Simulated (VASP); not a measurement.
A convergence study with VASP on PtSe₂ (1T layered): one setting is varied, all else stays as given below, so the limit is that of these other settings.

```
PtSe2
1.0
    1.86500    -3.23027     0.00000
    1.86500     3.23027     0.00000
    0.00000     0.00000     5.08000
Pt Se
1 2
Direct
  0.00000   0.00000   0.00000
  0.33333   0.66667   0.25500
  0.66667   0.33333   0.74500
```

Calculation: PBE GGA, VASP's PBE PAW potentials (set 64) (plane waves; VASP). The tightest run used: 550 eV cut-off, 16×16×10 Γ-centred mesh, tetrahedra with Blöchl corrections, potentials Pt Se.

The reference is 16×16×10 mesh, which took about 3 core-minutes. Times come from single runs on busy shared machines, so they are rough: good to a factor of about 2.

Task: Of the settings 3×3×2 mesh; 4×4×2 mesh; 5×5×3 mesh; 6×6×4 mesh; 7×7×4 mesh; 8×8×5 mesh; 9×9×6 mesh; 10×10×6 mesh; 11×11×7 mesh; 12×12×8 mesh; 13×13×8 mesh; 14×14×9 mesh; 15×15×9 mesh; 16×16×10 mesh, which is the lowest that keeps the difference from the reference in the stress, largest component (GPa) within 0.1 from there on, and what does it cost?

Result: 8×8×5 mesh; its cost over the reference is about 1/7.
```json
[
 {"setting": "3×3×2 mesh", "difference in the stress, largest component (GPa)": "0.95", "cost over the reference": "about 1/10"},
 {"setting": "4×4×2 mesh", "difference in the stress, largest component (GPa)": "0.35", "cost over the reference": "about 1/20"},
 {"setting": "5×5×3 mesh", "difference in the stress, largest component (GPa)": "0.28", "cost over the reference": "about 1/10"},
 {"setting": "6×6×4 mesh", "difference in the stress, largest component (GPa)": "0.25", "cost over the reference": "about 1/9"},
 {"setting": "7×7×4 mesh", "difference in the stress, largest component (GPa)": "0.25", "cost over the reference": "about 1/9"},
 {"setting": "8×8×5 mesh", "difference in the stress, largest component (GPa)": "0.07", "cost over the reference": "about 1/7"},
 {"setting": "9×9×6 mesh", "difference in the stress, largest component (GPa)": "0.07", "cost over the reference": "about 1/5"},
 {"setting": "10×10×6 mesh", "difference in the stress, largest component (GPa)": "0.07", "cost over the reference": "about 1/4"},
 {"setting": "11×11×7 mesh", "difference in the stress, largest component (GPa)": "0.01", "cost over the reference": "about 1/3"},
 {"setting": "12×12×8 mesh", "difference in the stress, largest component (GPa)": "0.03", "cost over the reference": "about 1/3"},
 {"setting": "13×13×8 mesh", "difference in the stress, largest component (GPa)": "0.01", "cost over the reference": "within a factor of 2"},
 {"setting": "14×14×9 mesh", "difference in the stress, largest component (GPa)": "0.01", "cost over the reference": "within a factor of 2"},
 {"setting": "15×15×9 mesh", "difference in the stress, largest component (GPa)": "0.01", "cost over the reference": "within a factor of 2"},
 {"setting": "16×16×10 mesh", "difference in the stress, largest component (GPa)": "0.00", "cost over the reference": "reference"}
]
```

Left out are rungs that failed or repeat a setting and relaxations that didn't move; long series are thinned to 24 rows.

The compound is PtSe2 in the 1T layered structure. The cell was not relaxed at this level, forces remain on its atoms.
